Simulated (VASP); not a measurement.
VASP input:

### KPOINTS
```
kpoints
0
G
5 5 5
```

### INCAR
```
SYSTEM=BP
PREC=Accurate; ENCUT=400; LREAL=.FALSE.
LASPH=.TRUE.; ISYM=3
EDIFF=1E-6; NELM=100; ALGO=Normal
ISMEAR=0; SIGMA=0.01
GGA=PE; LHFCALC=.TRUE.; AEXX=0.25
HFSCREEN=0.2; PRECFOCK=Fast
ISIF=2
LWAVE=.FALSE.; LCHARG=.FALSE.
```

**POSCAR**
```
BP
1
    0.0000000000     2.2275470000     2.2275470000
    2.2275470000     0.0000000000     2.2275470000
    2.2275470000     2.2275470000     0.0000000000
B P
1 1
Direct
  0.0000000000   0.0000000000   0.0000000000
  0.2500000000   0.2500000000   0.2500000000
```

POTCAR, in this order: B P (PBE.64 set). Program: vasp_std.

Task: Write an equivalent input for Quantum ESPRESSO's pw.x.

Result: One equivalent input (not run):
```
&CONTROL
  calculation = 'scf'
  pseudo_dir = './pseudo'
  outdir = './out'
  tprnfor = .true.
  tstress = .false.
/
&SYSTEM
  ibrav = 0
  nat = 2
  ntyp = 2
  ecutwfc = 76
  occupations = 'smearing'
  smearing = 'gaussian'
  degauss = 0.000735
  input_dft = 'hse'
  nqx1 = 5
  nqx2 = 5
  nqx3 = 5
  screening_parameter = 0.1058
/
&ELECTRONS
  conv_thr = 7.3e-08
  electron_maxstep = 100
/
ATOMIC_SPECIES
  B 10.810 B.upf
  P 30.974 P.upf
CELL_PARAMETERS angstrom
     0.0000000    2.2275470    2.2275470
     2.2275470    0.0000000    2.2275470
     2.2275470    2.2275470    0.0000000
ATOMIC_POSITIONS crystal
  B    0.0000000  0.0000000  0.0000000
  P    0.2500000  0.2500000  0.2500000
K_POINTS automatic
  5 5 5 0 0 0
```
Limits of the translation: the potentials are each code's own (VASP's PAW set, PseudoDojo norm-conserving files in pw.x), so ENCUT and ecutwfc are chosen apart and not converted; conv_thr bounds pw.x's estimated SCF error, while EDIFF bounds the energy change between steps.

The structure comes from a computed database's BP entry; how it stands against other phases isn't given here. The cell was not relaxed at this level. The k-mesh is coarse (spacing up to 0.49 per Å, 2π included), so the numbers may not be converged in it. The run is one of a series of settings (KPOINTS 5×5×5 Γ-centred mesh against the base run), some of them coarse on purpose.
